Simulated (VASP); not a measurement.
A VASP calculation is set up with these files.

### INCAR
```
AMIX = 1.0
NELM = 100   # most electronic steps
GGA = PE   # PBE
LMAXMIX = 6   # l cut-off of mixed one-centre charges
LCHARG = .FALSE.
LASPH = .TRUE.
IMIX = 4
ISMEAR = 1
ENCUT = 400   # plane-wave cut-off (eV)
EDIFF = 1E-6
ISIF = 2
PREC = Accurate
SIGMA = 0.1   # width (eV)
LWAVE = .FALSE.
SYSTEM = BaHg
BMIX = 0.0001
ALGO = Normal
LREAL = .FALSE.   # projection in real space or not
```

KPOINTS:
```
Automatic
0
gamma
8 8 8
```

**POSCAR**
```
BaHg
1.0
  4.1787600000   0.0000000000   0.0000000000
  0.0000000000   4.1787600000   0.0000000000
  0.0000000000   0.0000000000   4.1787600000
Ba Hg
1 1
direct
  0.0000000000   0.0000000000   0.0000000000
  0.5000000000   0.5000000000   0.5000000000
```

POTCAR, in this order: Ba_sv Hg (PBE.64 set). Program: vasp_std.

### Question
Write an equivalent input for Quantum ESPRESSO's pw.x.

### Answer
One equivalent input (not run):
```
&CONTROL
  calculation = 'scf'
  pseudo_dir = './pseudo'
  outdir = './out'
  tprnfor = .true.
  tstress = .true.
/
&SYSTEM
  ibrav = 0
  nat = 2
  ntyp = 2
  ecutwfc = 66
  occupations = 'smearing'
  smearing = 'methfessel-paxton'
  degauss = 0.00735
  input_dft = 'pbe'
/
&ELECTRONS
  conv_thr = 7.3e-08
  electron_maxstep = 100
/
ATOMIC_SPECIES
  Ba 137.327 Ba.upf
  Hg 200.592 Hg.upf
CELL_PARAMETERS angstrom
     4.1787600    0.0000000    0.0000000
     0.0000000    4.1787600    0.0000000
     0.0000000    0.0000000    4.1787600
ATOMIC_POSITIONS crystal
  Ba   0.0000000  0.0000000  0.0000000
  Hg   0.5000000  0.5000000  0.5000000
K_POINTS automatic
  8 8 8 0 0 0
```
The two are equivalent in intent, not identical: the potentials are each code's own (VASP's PAW set, PseudoDojo norm-conserving files in pw.x), so ENCUT and ecutwfc are chosen apart and not converted; conv_thr bounds pw.x's estimated SCF error, while EDIFF bounds the energy change between steps.

The structure comes from a computed database's BaHg entry (Pm-3m); how it stands against other phases isn't given here. The cell was not relaxed at this level. The run is one of a series of settings (AMIX = 1.0, BMIX = 0.0001, IMIX = 4 against the base run), some of them coarse on purpose.
